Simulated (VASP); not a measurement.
Data:

```xyz
2
Lattice="1.7202 -3.0037 0.0000 1.7202 3.0037 0.0000 0.0000 0.0000 5.4229" Properties=species:S:1:pos:R:3 pbc="T T T"
Lu     1.7202     1.0012     1.3557
Lu     1.8101    -1.0012     4.0671
```

Level of theory: PBE GGA, VASP's PBE PAW potentials (set 64) (plane waves; VASP). Settings: 400 eV cut-off, 11×11×6 Γ-centred mesh, Gaussian smearing of 0.20 eV, potentials Lu_3.

### Question
Predict the energy per atom (σ→0), pressure, largest force, band gap (on the k-mesh) with the smallest direct gap where there is one.

### Answer

| Item | Value |
|---|---|
| band gap (on the k-mesh) | none (metal, semimetal or under 0.01 eV) |
| energy per atom (σ→0) | -4.440 eV/atom |
| pressure | 2.56 GPa |
| largest force | 0.144 eV/Å |

The compound is Lu in the hcp structure. The cell was not relaxed at this level, atoms are displaced from their ideal sites. The run is one of a series of settings (ISMEAR = 0, SIGMA = 0.2 against the base run), some of them coarse on purpose.
